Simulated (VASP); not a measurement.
Input:

```
PtSe2
1.0
    1.87986    -3.25601     0.00000
    1.87986     3.25601     0.00000
    0.00000     0.00000     6.06087
Pt Se
1 2
Direct
  0.00000   0.00000   0.00000
  0.33333   0.66667   0.21486
  0.66667   0.33333   0.78514
```

The numbers are results of PBE GGA, VASP's PBE PAW potentials (set 64) (plane waves; VASP), not measurements. Settings: 480 eV cut-off, 6×6×4 Γ-centred mesh, Gaussian smearing of 0.050 eV, potentials Pt Se.

Without a dispersion term in the relaxation, distances and binding between the weakly bound layers, chains or molecules are unreliable, and so is what depends on them.

Predict the energy per atom (σ→0).

```yaml
energy per atom (σ→0): -4.766 eV/atom
```

Total energies compare only between runs with the same potentials, cut-off and functional.

The compound is PtSe2 in the 1T layered structure. It was relaxed first, which changed the volume by +21 %.
